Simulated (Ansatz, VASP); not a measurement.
# In2O3 in two plane-wave programs, part 2 of 2

Wanted: the spread between two codes on one cell, functional and k mesh.

VASP 6.6.1 and Ansatz 0.2.0.

So far: Set-up; Ansatz: band structure, LDA.

### 3. VASP: band structure, LDA

Level of this step: LDA; plane waves and PAW (In_d_GW, O_GW) (VASP).

The same cell, functional (in two slightly different forms), mesh and smearing now go to VASP, with its own data sets and cutoff.

Lines of VASP's logs that name or quote its potential files are left out, and so is its time.

File INCAR:

```
SYSTEM = In2O3
PREC = Accurate
ENCUT = 440
EDIFF = 1E-08
NELM = 100
ISMEAR = 0
SIGMA = 0.01
LREAL = .FALSE.
ALGO = Normal
GGA = CA
NBANDS = 54
LORBIT = 11
LWAVE = .TRUE.
LCHARG = .FALSE.
KPAR = 8
```

File POSCAR:

```
In2O3
1.0
    2.7435000000      1.5839604635      4.8366666667
   -2.7435000000      1.5839604635      4.8366666667
    0.0000000000     -3.1679209270      4.8366666667
In O
4 6
Direct
    0.3573100000      0.3573100000      0.3573100000
    0.1426900000      0.1426900000      0.1426900000
    0.6426900000      0.6426900000      0.6426900000
    0.8573100000      0.8573100000      0.8573100000
    0.5480000000      0.9520000000      0.2500000000
    0.2500000000      0.5480000000      0.9520000000
    0.9520000000      0.2500000000      0.5480000000
    0.4520000000      0.0480000000      0.7500000000
    0.7500000000      0.4520000000      0.0480000000
    0.0480000000      0.7500000000      0.4520000000
```

File KPOINTS:

```
Automatic mesh
0
Gamma
4 4 4
0 0 0
```

File KPOINTS_OPT:

```
Line mode
8
Line-mode
Reciprocal
  0.00000000   0.00000000   0.00000000 GAMMA
  0.50000000   0.00000000   0.00000000 L

  0.50000000   0.00000000   0.00000000 L
  0.50000000   0.23816651  -0.23816651 B1

  0.76183349   0.50000000   0.23816651 B
  0.50000000   0.50000000   0.50000000 Z

  0.50000000   0.50000000   0.50000000 Z
  0.00000000   0.00000000   0.00000000 GAMMA

  0.00000000   0.00000000   0.00000000 GAMMA
  0.36908326   0.00000000  -0.36908326 X

  0.63091674   0.36908326   0.00000000 Q
  0.50000000   0.50000000   0.00000000 F

  0.50000000   0.50000000   0.00000000 F
  0.63091674   0.63091674   0.23816651 P1

  0.63091674   0.63091674   0.23816651 P1
  0.50000000   0.50000000   0.50000000 Z

  0.50000000   0.00000000   0.00000000 L
  0.76183349   0.36908326   0.36908326 P
```

Potentials, in the order of the species: In_d_GW and O_GW (LDA family, release 64).

Run with:

```
> mpirun -np 8 vasp_std
```

Numbers of over 12 decimals in the logs are rounded to 6 here.

Output:

```text
[banner, memory and clock lines left out]
running    8 mpi-ranks, on    1 nodes
 distrk:  each k-point on    1 cores,    8 groups
 distr:  one band on    1 cores,    1 groups

 POSCAR found type information on POSCAR InO
 POSCAR found :  2 types and      10 ions
|                                                                             |
|           W    W    AA    RRRRR   N    N  II  N    N   GGGG   !!!           |
|           W    W   A  A   R    R  NN   N  II  NN   N  G    G  !!!           |
|           W    W  A    A  R    R  N N  N  II  N N  N  G       !!!           |
|           W WW W  AAAAAA  RRRRR   N  N N  II  N  N N  G  GGG   !            |
|           WW  WW  A    A  R   R   N   NN  II  N   NN  G    G                |
|           W    W  A    A  R    R  N    N  II  N    N   GGGG   !!!           |
|                                                                             |
|     For optimal performance we recommend to set                             |
|       NCORE = 2 up to number-of-cores-per-socket                            |
|     NCORE specifies how many cores store one orbital (NPAR=cpu/NCORE).      |
|     This setting can greatly improve the performance of VASP for DFT.       |
|     The default, NCORE=1 might be grossly inefficient on modern             |
|     multi-core architectures or massively parallel machines. Do your        |
|     Unfortunately you need to use the default for GW and RPA                |
|     calculations (for HF NCORE is supported but not extensively tested      |
|     yet).                                                                   |
|                                                                             |

 LDA part: xc-table for (Slater(with rela. corr.)+CA(PZ))
 , standard interpolation
 POSCAR, INCAR and KPOINTS ok, starting setup
 FFT: planning ... GRIDC
 FFT: planning ... GRID_SOFT
 FFT: planning ... GRID
 WAVECAR not read
 entering main loop
       N       E                     dE             d eps       ncg     rms          rms(c)
DAV:   1     0.161739827769E+04    0.16174E+04   -0.25464E+04  2316   0.773E+03
DAV:   2     0.607508903834E+03   -0.10099E+04   -0.95127E+03  2676   0.191E+03
DAV:   3     0.102641353212E+03   -0.50487E+03   -0.48213E+03  2768   0.895E+02
DAV:   4    -0.283058569495E+02   -0.13095E+03   -0.12712E+03  2516   0.602E+02
DAV:   5    -0.688197136564E+02   -0.40514E+02   -0.40088E+02  2808   0.350E+02    0.318E+01
DAV:   6    -0.629817367083E+02    0.58380E+01   -0.50439E+01  2792   0.231E+02    0.116E+01
DAV:   7    -0.638169260994E+02   -0.83519E+00   -0.12839E+01  2808   0.481E+01    0.137E+01
DAV:   8    -0.640162606009E+02   -0.19933E+00   -0.16144E+00  2808   0.171E+01    0.167E+01
DAV:   9    -0.640179883568E+02   -0.17278E-02   -0.37823E-01  2504   0.138E+01    0.109E+01
DAV:  10    -0.639234731727E+02    0.94515E-01   -0.99951E-02  2800   0.111E+01    0.749E+00
DAV:  11    -0.638987928493E+02    0.24680E-01   -0.39298E-02  2808   0.235E+00    0.609E+00
DAV:  12    -0.638848399668E+02    0.13953E-01   -0.90722E-03  2664   0.145E+00    0.433E+00
DAV:  13    -0.638529004951E+02    0.31939E-01   -0.65482E-02  2808   0.603E+00    0.185E+00
DAV:  14    -0.638524227980E+02    0.47770E-03   -0.97774E-03  2544   0.913E-01    0.113E+00
DAV:  15    -0.638502901523E+02    0.21326E-02   -0.63281E-03  2712   0.128E+00    0.443E-01
DAV:  16    -0.638501448232E+02    0.14533E-03   -0.15030E-03  2752   0.466E-01    0.781E-02
DAV:  17    -0.638501609566E+02   -0.16133E-04   -0.19870E-04  2776   0.185E-01    0.382E-02
DAV:  18    -0.638501636791E+02   -0.27225E-05   -0.44562E-05  2808   0.872E-02    0.240E-02
DAV:  19    -0.638501644682E+02   -0.78913E-06   -0.91962E-06  2776   0.325E-02    0.377E-03
DAV:  20    -0.638501646472E+02   -0.17902E-06   -0.18386E-06  2288   0.161E-02    0.346E-03
DAV:  21    -0.638501646613E+02   -0.14099E-07   -0.35662E-07  1672   0.960E-03    0.110E-03
DAV:  22    -0.638501646645E+02   -0.31359E-08   -0.97702E-08  1776   0.475E-03
   1 F= -.63850165E+02 E0= -.63850165E+02  d E =-.645157E-48
 Start KPOINTS_OPT (optional k-point list driver)
k-point batch [1-13\72]
       N       E                     dE             ncg
DAV:   1     0.158476680505E+05   -0.10048E+04     2268
DAV:   2     0.298252227414E+04   -0.12865E+05     2690
DAV:   3    -0.329277975146E+04   -0.62753E+04     2682
DAV:   4    -0.498742227605E+04   -0.16946E+04     2472
DAV:   5    -0.554786930010E+04   -0.56045E+03     2800
DAV:   6    -0.561074939238E+04   -0.62880E+02     2784
DAV:   7    -0.562024455714E+04   -0.94952E+01     2808
DAV:   8    -0.562208053976E+04   -0.18360E+01     2808
DAV:   9    -0.562250816784E+04   -0.42763E+00     2808
DAV:  10    -0.562261993319E+04   -0.11177E+00     2808
DAV:  11    -0.562265030359E+04   -0.30370E-01     2808
DAV:  12    -0.562265887670E+04   -0.85731E-02     2808
DAV:  13    -0.562266128177E+04   -0.24051E-02     2808
DAV:  14    -0.562266196348E+04   -0.68171E-03     2808
DAV:  15    -0.562266215519E+04   -0.19171E-03     2808
DAV:  16    -0.562266220899E+04   -0.53795E-04     2064
DAV:  17    -0.562266222391E+04   -0.14927E-04     1840
DAV:  18    -0.562266222801E+04   -0.40992E-05     1592
DAV:  19    -0.562266222914E+04   -0.11217E-05     1560
DAV:  20    -0.562266222944E+04   -0.30509E-06     1552
DAV:  21    -0.562266222952E+04   -0.80307E-07     1488
DAV:  22    -0.562266222954E+04   -0.20357E-07     1312
DAV:  23    -0.562266222955E+04   -0.95979E-08     1248
[...]
k-point batch [66-72\72]
       N       E                     dE             ncg
DAV:   1     0.192944553889E+05   -0.51440E+04     1236
DAV:   2     0.123075163955E+05   -0.69869E+04     1480
DAV:   3     0.897516827352E+04   -0.33323E+04     1482
DAV:   4     0.814249599962E+04   -0.83267E+03     1348
DAV:   5     0.788152788000E+04   -0.26097E+03     1506
DAV:   6     0.785222941385E+04   -0.29298E+02     1504
DAV:   7     0.784767715973E+04   -0.45523E+01     1512
DAV:   8     0.784679348410E+04   -0.88368E+00     1512
DAV:   9     0.784659409334E+04   -0.19939E+00     1512
DAV:  10     0.784654479000E+04   -0.49303E-01     1512
DAV:  11     0.784653210110E+04   -0.12689E-01     1512
DAV:  12     0.784652877459E+04   -0.33265E-02     1512
DAV:  13     0.784652789516E+04   -0.87943E-03     1512
DAV:  14     0.784652766204E+04   -0.23312E-03     1512
DAV:  15     0.784652760041E+04   -0.61629E-04     1512
DAV:  16     0.784652758400E+04   -0.16406E-04     1144
DAV:  17     0.784652757967E+04   -0.43313E-05      904
DAV:  18     0.784652757852E+04   -0.11554E-05      840
DAV:  19     0.784652757821E+04   -0.30630E-06      840
DAV:  20     0.784652757813E+04   -0.82679E-07      840
DAV:  21     0.784652757811E+04   -0.22133E-07      728
DAV:  22     0.784652757810E+04   -0.48940E-08      672
 writing wavefunctions
```

Parts of OUTCAR (step 3):

```text
ion  position               nearest neighbor table
   1  0.357  0.357  0.357-   9 2.12   8 2.12  10 2.12   7 2.26   6 2.26   5 2.26   2 3.11
   2  0.143  0.143  0.143-  10 2.12   8 2.12   9 2.12   7 2.26   6 2.26   5 2.26   1 3.11
   3  0.643  0.643  0.643-   6 2.12   5 2.12   7 2.12   9 2.26  10 2.26   8 2.26   4 3.11
   4  0.857  0.857  0.857-   7 2.12   5 2.12   6 2.12   9 2.26  10 2.26   8 2.26   3 3.11
   5  0.548  0.952  0.250-   3 2.12   4 2.12   1 2.26   2 2.26
   6  0.250  0.548  0.952-   3 2.12   4 2.12   1 2.26   2 2.26
   7  0.952  0.250  0.548-   4 2.12   3 2.12   1 2.26   2 2.26
   8  0.452  0.048  0.750-   1 2.12   2 2.12   3 2.26   4 2.26
   9  0.750  0.452  0.048-   1 2.12   2 2.12   3 2.26   4 2.26
  10  0.048  0.750  0.452-   2 2.12   1 2.12   3 2.26   4 2.26

  LATTYP: Found a trigonal (rhomboedric) cell.
 ALAT       =     5.7817875648
 COS(alpha) =     0.5496857780

 Subroutine GETGRP returns: Found 12 space group operations
 (whereof  6 operations were pure point group operations)

The static configuration has the point symmetry S_6 .
 The point group associated with its full space group is D_3d.

 Found     13 irreducible k-points:

   k-points           NKPTS =     13   k-points in BZ     NKDIM =     13   number of bands    NBANDS=     54

   dimension x,y,z NGX =    40 NGY =   40 NGZ =   40
   dimension x,y,z NGXF=    80 NGYF=   80 NGZF=   80

   ENCUT  =  440.0 eV  32.34 Ry    5.69 a.u.   9.89  9.89  9.89*2*pi/ulx,y,z

   NELECT =      88.0000    total number of electrons

 k-points in reciprocal lattice and weights: Automatic mesh
   0.00000000  0.00000000  0.00000000       0.016
   0.25000000 -0.00000000 -0.00000000       0.094
   0.50000000 -0.00000000 -0.00000000       0.047
   0.25000000  0.25000000 -0.00000000       0.094
   0.50000000  0.25000000  0.00000000       0.188
  -0.25000000  0.25000000  0.00000000       0.094
   0.50000000  0.50000000 -0.00000000       0.047
   0.25000000  0.25000000  0.25000000       0.031
   0.50000000  0.25000000  0.25000000       0.094
  -0.25000000  0.25000000  0.25000000       0.094
   0.50000000  0.50000000  0.25000000       0.094
  -0.25000000  0.50000000  0.25000000       0.094
   0.50000000  0.50000000  0.50000000       0.016

 average (electrostatic) potential at core
       1 -72.5457       2 -72.5457       3 -72.5457       4 -72.5457       5 -70.7280
       6 -70.7280       7 -70.7280       8 -70.7280       9 -70.7280      10 -70.7280

 E-fermi :   3.6606

 k-point     1 :       0.0000    0.0000    0.0000
  band No.  band energies     occupation
    ...
     40       3.1903      2.00000
     41       3.2858      2.00000
     42       3.2858      2.00000
     43       3.5158      2.00000
     44       3.5158      2.00000
     45       4.7673      0.00000
     46       8.9762      0.00000
     47       9.6659      0.00000
     48      10.7349      0.00000
     49      12.6002      0.00000
    ...

 k-point     2 :       0.2500   -0.0000   -0.0000
  band No.  band energies     occupation
    ...
     40       3.0015      2.00000
     41       3.1489      2.00000
     42       3.1570      2.00000
     43       3.3899      2.00000
     44       3.5589      2.00000
     45       6.3541      0.00000
     46       9.4058      0.00000
     47       9.5079      0.00000
     48      10.1372      0.00000
     49      11.2284      0.00000
    ...

 k-point     3 :       0.5000   -0.0000   -0.0000
  band No.  band energies     occupation
    ...
     40       2.6269      2.00000
     41       2.7856      2.00000
     42       2.7856      2.00000
     43       3.5003      2.00000
     44       3.5003      2.00000
     45       8.4415      0.00000
     46       8.4415      0.00000
     47       9.3071      0.00000
     48       9.3071      0.00000
     49      11.8066      0.00000
    ...

  Total       -4.9444221     -4.9444221     -5.2583753     -0.0000000     -0.0000000      0.0000000
  in kB      -62.8173207    -62.8173207    -66.8059968     -0.0000000     -0.0000000      0.0000000
  external PRESSURE =     -64.1468794 kB  Pullay stress =       0.0000000 kB

  energy-cutoff  :      440.00
  volume of cell :      126.11
      direct lattice vectors                 reciprocal lattice vectors
     2.743500000  1.583960463  4.836666667     0.182248952  0.105221482  0.068917988
    -2.743500000  1.583960463  4.836666667    -0.182248952  0.105221482  0.068917988
     0.000000000 -3.167920927  4.836666667     0.000000000 -0.210442963  0.068917988

 POSITION                                       TOTAL-FORCE (eV/Angst)
 -----------------------------------------------------------------------------------
      0.00000      0.00000      5.18457         0.000000      0.000000     -0.107988
      0.00000      0.00000      2.07043         0.000000      0.000000      0.107988
      0.00000      0.00000      9.32543         0.000000      0.000000      0.107988
      0.00000      0.00000     12.43957         0.000000      0.000000     -0.107988
     -1.10837      1.58396      8.46417        -0.168502      0.000000      0.000000
     -0.81756     -1.75186      8.46417         0.084251     -0.145927      0.000000
      1.92594      0.16790      8.46417         0.084251      0.145927      0.000000
      1.10837     -1.58396      6.04583         0.168502      0.000000      0.000000
      0.81756      1.75186      6.04583        -0.084251      0.145927      0.000000
     -1.92594     -0.16790      6.04583        -0.084251     -0.145927      0.000000
 -----------------------------------------------------------------------------------
    total drift:                               -0.000000     -0.000000      0.000000

  FREE ENERGIE OF THE ION-ELECTRON SYSTEM (eV)
  ---------------------------------------------------
  free  energy   TOTEN  =       -63.8501646645 eV

  energy  without entropy=      -63.8501646645  energy(sigma->0) =      -63.85016466

 total charge
# of ion       s       p       d       f       tot
--------------------------------------------------
    1        0.590   0.591  10.124   0.088  11.393
    2        0.590   0.591  10.124   0.088  11.393
    3        0.590   0.591  10.124   0.088  11.393
    4        0.590   0.591  10.124   0.088  11.393
    5        1.537   3.391   0.000   0.000   4.928
    6        1.537   3.391   0.000   0.000   4.928
    7        1.537   3.391   0.000   0.000   4.928
    8        1.537   3.391   0.000   0.000   4.928
    9        1.537   3.391   0.000   0.000   4.928
   10        1.537   3.391   0.000   0.000   4.928
--------------------------------------------------
tot         11.581  22.710  40.498   0.352  75.142

[... 3 further parts left out ...]
```

The run ends at a pressure of -6.41 GPa, with forces up to 0.17 eV/Å.

### 4. Comparison

Known differences besides the potentials themselves: the two LDA forms differ slightly; the cutoff is 420 eV in Ansatz and 440 eV in VASP; VASP's log shows a relativistic correction to its local exchange, Ansatz's none. Total energies have different zeros and are not compared.

Compared:

```csv
quantity,Ansatz,VASP,difference
gap over the path points (eV),1.176,1.201,-0.024
```

Forces (eV/Å; atoms numbered as in POSCAR):

```csv
atom,"Ansatz x, y, z","VASP x, y, z"
In1,"0.000, 0.000, -0.097","0.000, 0.000, -0.108"
In2,"0.000, 0.000, 0.097","0.000, 0.000, 0.108"
In3,"0.000, 0.000, 0.097","0.000, 0.000, 0.108"
In4,"0.000, 0.000, -0.097","0.000, 0.000, -0.108"
O5,"-0.167, 0.000, 0.000","-0.169, 0.000, 0.000"
O6,"0.083, -0.144, 0.000","0.084, -0.146, 0.000"
O7,"0.083, 0.144, 0.000","0.084, 0.146, 0.000"
O8,"0.167, 0.000, 0.000","0.169, 0.000, 0.000"
O9,"-0.083, 0.144, 0.000","-0.084, 0.146, 0.000"
O10,"-0.083, -0.144, 0.000","-0.084, -0.146, 0.000"
```

Levels at points of the path, from each program's valence-band top (eV; 4 filled, then empty):

```csv
k (reciprocal lattice),Ansatz,VASP
0.000 0.000 0.000,-0.28 -0.28 -0.05 -0.05 1.18 5.41 6.07,-0.28 -0.28 -0.05 -0.05 1.20 5.41 6.10
0.143 0.000 0.000,-0.24 -0.21 -0.17 -0.08 1.88 5.65 5.97,-0.24 -0.21 -0.17 -0.08 1.90 5.66 5.99
0.286 0.000 0.000,-0.52 -0.47 -0.16 0.00 3.08 5.77 5.96,-0.52 -0.47 -0.16 0.00 3.10 5.79 5.97
0.500 0.000 0.000,-0.78 -0.78 -0.07 -0.07 4.86 4.86 5.72,-0.78 -0.78 -0.07 -0.07 4.88 4.88 5.74
0.500 0.034 -0.034,-0.72 -0.72 -0.07 -0.07 4.87 4.87 5.73,-0.72 -0.72 -0.07 -0.07 4.88 4.88 5.75
0.500 0.136 -0.136,-0.33 -0.33 -0.12 -0.12 5.05 5.05 5.79,-0.33 -0.33 -0.13 -0.13 5.07 5.07 5.81
0.500 0.204 -0.204,-0.29 -0.29 -0.15 -0.15 5.34 5.34 5.77,-0.30 -0.30 -0.15 -0.15 5.36 5.36 5.79
0.724 0.500 0.276,-0.43 -0.43 -0.18 -0.18 5.38 5.38 5.98,-0.43 -0.43 -0.19 -0.19 5.40 5.40 5.99
0.650 0.500 0.350,-0.56 -0.56 -0.22 -0.22 4.95 4.95 6.53,-0.56 -0.56 -0.22 -0.22 4.97 4.97 6.55
0.537 0.500 0.463,-0.25 -0.25 -0.19 -0.19 4.36 4.36 6.98,-0.25 -0.25 -0.20 -0.20 4.38 4.38 7.01
```

The forces differ by 4.3 meV/Å r.m.s., which is 5.0 % of the r.m.s. force of 0.09 eV/Å (both taken over all components). Among the levels compared at these points, filled levels agree within 4 meV and empty ones within 26 meV. Not compared: the pressure (VASP's GW data sets at this cutoff don't carry it).

### 5. What the set-up changes

Further runs change the set-up of one program: Ansatz's method, potentials or start, or VASP's data sets, cutoff or form of LDA. The table gives Ansatz less VASP for each quantity, since a change that brings one quantity closer may part another.

```csv
run,r.m.s. force difference (meV/Å),gap over the path points (eV)
as above,4.3,-0.024
cores kept as stored,4.5,-0.021
Ansatz's larger PAW set (cutoff 900 eV),2.6,-0.022
norm-conserving potentials (cutoff 1143 eV),8.1,-0.011
```

### 6. What came out

| Quantity | Value |
| --- | --- |
| difference in gap over the path points (band structure, LDA) | -0.024 eV |

The difference in gap over the path points is -0.024 eV (band structure, LDA), within the 0.08 eV picked in this series as the mark of a large difference. Band structure, LDA, Ansatz's larger PAW set (cutoff 900 eV): r.m.s. force difference goes from 4.3 to 2.6 meV/Å. Band structure, LDA, norm-conserving potentials (cutoff 1143 eV): r.m.s. force difference goes from 4.3 to 8.1 meV/Å; the difference in gap over the path points goes from -0.024 to -0.011 eV. 1 further run of this series is not shown here. Such differences can come from data sets, numerical settings and the points named under the comparisons, not from the functional's error against experiment.

[Lines on the potential files, build, host, timing and source positions are cut from VASP's logs without a mark.]

[Logs are printed without paths, hosts, clocks, repeated set-up lines and the standing remarks that a program may print on its own settings, such as how far it seeks lower states.]

[Hosts, paths, dates, database ids (printed as entryN), source tags and the programs' standing remarks are cut or masked in the printed files.]
